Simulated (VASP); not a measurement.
An input for Quantum ESPRESSO's pw.x (written as the equivalent of a VASP run, and not itself run):

```
&CONTROL
  calculation = 'scf'
  pseudo_dir = './pseudo'
  outdir = './out'
  tprnfor = .true.
  tstress = .true.
/
&SYSTEM
  ibrav = 0
  nat = 1
  ntyp = 1
  ecutwfc = 62.5
  occupations = 'smearing'
  smearing = 'methfessel-paxton'
  degauss = 0.00735
  input_dft = 'pbe'
/
&ELECTRONS
  conv_thr = 7.3e-08
  electron_maxstep = 100
/
ATOMIC_SPECIES
  Pb 207.200 Pb.upf
CELL_PARAMETERS angstrom
     0.0000000    2.4750000    2.4750000
     2.4750000    0.0000000    2.4750000
     2.4750000    2.4750000    0.0000000
ATOMIC_POSITIONS crystal
  Pb   0.0000000  0.0000000  0.0000000
K_POINTS automatic
  10 10 10 0 0 0
```

Problem. Translate this input to VASP (INCAR, KPOINTS, POSCAR, choice of POTCAR).

Solution. This is not unique; one that fits is 
### KPOINTS
```
Automatic mesh
0
Gamma
10 10 10
0 0 0
```

File POSCAR:
```
Pb
1
    0.0000000000     2.4750000000     2.4750000000
    2.4750000000     0.0000000000     2.4750000000
    2.4750000000     2.4750000000     0.0000000000
Pb
1
Direct
  0.0000000000   0.0000000000   0.0000000000
```

INCAR:
```
EDIFF = 1E-6   ! SCF stop (eV)
LCHARG = .FALSE.
NELM = 100
LWAVE = .FALSE.
ENCUT = 400   ! plane-wave cut-off (eV)
SIGMA = 0.1   ! width (eV)
PREC = Accurate
SYSTEM = Pb
LASPH = .TRUE.   ! aspherical one-centre terms
GGA = PE
ISIF = 2   ! forces and stress, cell fixed
LREAL = .FALSE.   ! projection in real space or not
ISMEAR = 1
ALGO = Normal   ! blocked Davidson
LMAXMIX = 4   ! l cut-off of mixed one-centre charges
```

POTCAR, in this order: Pb_d (PBE.64 set). Program: vasp_std.

The two are equivalent in intent, not identical: the potentials are each code's own (VASP's PAW set, PseudoDojo norm-conserving files in pw.x), so ENCUT and ecutwfc are chosen apart and not converted; conv_thr bounds pw.x's estimated SCF error, while EDIFF bounds the energy change between steps.

The compound is Pb in the fcc structure. The cell was not relaxed at this level.
